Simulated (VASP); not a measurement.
OSZICAR of a VASP run on ZnS (zinc blende):

OSZICAR:
```
       N       E                     dE             d eps       ncg     rms          rms(c)
DAV:   1     0.889831860503E+02    0.88983E+02   -0.90778E+03   910   0.166E+03
DAV:   2    -0.195393851383E+01   -0.90937E+02   -0.86978E+02   990   0.289E+02
DAV:   3    -0.784067139028E+01   -0.58867E+01   -0.58572E+01  1140   0.739E+01
DAV:   4    -0.791629129542E+01   -0.75620E-01   -0.75591E-01  1015   0.873E+00
DAV:   5    -0.791732944378E+01   -0.10381E-02   -0.10381E-02  1115   0.105E+00    0.887E+00
DAV:   6    -0.750248645811E+01    0.41484E+00   -0.10877E+00  1139   0.435E+01    0.668E+00
DAV:   7    -0.748657980083E+01    0.15907E-01   -0.46598E-01   940   0.725E+00    0.311E+00
DAV:   8    -0.748296476444E+01    0.36150E-02   -0.71392E-03  1080   0.853E-01    0.878E-01
DAV:   9    -0.748249276595E+01    0.47200E-03   -0.11446E-03  1081   0.459E-01    0.120E-01
DAV:  10    -0.748254752888E+01   -0.54763E-04   -0.17438E-04  1048   0.153E-01    0.478E-02
DAV:  11    -0.748255677757E+01   -0.92487E-05   -0.32773E-05  1005   0.120E-01    0.658E-03
DAV:  12    -0.748255582842E+01    0.94915E-06   -0.65619E-06  1385   0.614E-02
   1 F= -.31371574E+01 E0= -.31371574E+01  d E =-.313716E+01
       N       E                     dE             d eps       ncg     rms          rms(c)
DAV:   1    -0.128996632578E+02   -0.54171E+01   -0.58673E+01  1105   0.185E+02    0.205E+01
DAV:   2    -0.811661473784E+01    0.47830E+01   -0.38572E+01   915   0.204E+02    0.871E+00
DAV:   3    -0.691657380579E+01    0.12000E+01   -0.44738E+00  1085   0.624E+01    0.313E+00
DAV:   4    -0.681346992224E+01    0.10310E+00   -0.93639E-01  1078   0.121E+01    0.227E+00
DAV:   5    -0.678709552539E+01    0.26374E-01   -0.60260E-02  1090   0.926E+00    0.159E+00
DAV:   6    -0.677508498926E+01    0.12011E-01   -0.31455E-02  1447   0.576E+00    0.351E-01
DAV:   7    -0.677477156918E+01    0.31342E-03   -0.92026E-03   925   0.103E+00    0.182E-01
DAV:   8    -0.677482890951E+01   -0.57340E-04   -0.24596E-03   965   0.364E-01    0.178E-01
DAV:   9    -0.677466511605E+01    0.16379E-03   -0.48488E-04  1045   0.293E-01    0.459E-02
DAV:  10    -0.677466489752E+01    0.21852E-06   -0.12037E-05  1065   0.544E-02    0.222E-02
DAV:  11    -0.677466441611E+01    0.48141E-06   -0.18498E-06   681   0.214E-02
   2 F= -.30786164E+01 E0= -.30786164E+01  d E =0.585410E-01
       N       E                     dE             d eps       ncg     rms          rms(c)
DAV:   1    -0.879190185602E+01   -0.20172E+01   -0.19659E+01  1080   0.128E+02    0.879E+00
DAV:   2    -0.748540419854E+01    0.13065E+01   -0.37030E+00  1075   0.574E+01    0.388E+00
DAV:   3    -0.731230916248E+01    0.17310E+00   -0.20858E-01  1209   0.670E+00    0.193E+00
DAV:   4    -0.727067819816E+01    0.41631E-01   -0.32725E-02   975   0.181E+00    0.521E-01
DAV:   5    -0.726737229535E+01    0.33059E-02   -0.29769E-03  1537   0.195E+00    0.147E-01
DAV:   6    -0.726729443386E+01    0.77861E-04   -0.13577E-03   995   0.550E-01    0.484E-02
DAV:   7    -0.726729091157E+01    0.35223E-05   -0.39845E-05  1183   0.215E-01    0.217E-02
DAV:   8    -0.726729339916E+01   -0.24876E-05   -0.12289E-05   955   0.453E-02    0.478E-03
DAV:   9    -0.726729353109E+01   -0.13193E-06   -0.44482E-07   485   0.651E-03
   3 F= -.32171373E+01 E0= -.32171373E+01  d E =-.799799E-01
       N       E                     dE             d eps       ncg     rms          rms(c)
DAV:   1    -0.726195993060E+01    0.53335E-02   -0.47024E-03  1085   0.185E+00    0.144E-01
DAV:   2    -0.726161588957E+01    0.34404E-03   -0.12250E-03  1090   0.131E+00    0.591E-02
DAV:   3    -0.726157614121E+01    0.39748E-04   -0.46045E-05  1135   0.120E-01    0.278E-02
DAV:   4    -0.726156561457E+01    0.10527E-04   -0.11578E-05  1085   0.557E-02    0.120E-02
DAV:   5    -0.726156489917E+01    0.71539E-06   -0.80010E-07   465   0.201E-02
   4 F= -.32171728E+01 E0= -.32171728E+01  d E =-.800154E-01
```

### Question
Which electronic solver shows in the log?

### Answer
It is blocked Davidson (ALGO = Normal, or the opening steps of other solvers). The INCAR had ALGO = Normal.

### Question
Can the final energy be trusted as converged?

### Answer
Self-consistency was reached. It stopped with EDIFF = 1E-6, NELM = 100, NSW = 40 and EDIFFG = -0.02 after 4 ionic steps (PBEsol GGA, plane waves, VASP's PBE PAW potentials (set 64)). Energy and stress use the plane-wave basis of the starting cell.

The compound is ZnS in the zinc blende structure. This run relaxes it under an external pressure of 20 GPa. Symmetry was kept, so distortions that lower it aren't found.
